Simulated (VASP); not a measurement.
Input of a VASP 6.6.1 run:

File INCAR:

```
PREC     = Accurate       # precision mode
ENCUT    = 520            # plane-wave cutoff, eV
EDIFF    = 1E-7           # SCF threshold, eV
ISMEAR   = 0              # smearing method
SIGMA    = 0.02           # smearing width, eV
LREAL    = False          # projectors in reciprocal space
LASPH    = True           # aspherical terms in the spheres
NELM     = 60             # most SCF steps
ALGO     = Normal         # electronic algorithm
ISIF     = 2              # what is computed and relaxed
LWAVE    = False          # write WAVECAR
LCHARG   = False          # write CHGCAR
GGA      = PE             # functional
```

KPOINTS

```
regular mesh
0
Gamma
  6 6 6
```

The input POSCAR:

```
AlN
1.0
    0.0000000000      2.1839935600      2.1839935600
    2.1839935600      0.0000000000      2.1839935600
    2.1839935600      2.1839935600      0.0000000000
Al N
1 1
Direct
    0.0000000000      0.0000000000      0.0000000000
    0.7500000000      0.7500000000      0.7500000000
```

Potentials or basis: VASP PAW PBE potentials, release 64 (Al, N).

Command:

```bash
$ cat potpaw_PBE.64/Al/POTCAR potpaw_PBE.64/N/POTCAR > POTCAR
$ mpirun -np 1 vasp_std > vasp.out
```

(1) What does it give for the pressure?

(2) Predict the band gap on the k mesh.

Answers

(1) 4.6 GPa.

(2) 3.32 eV, indirect (least direct gap 4.20 eV).
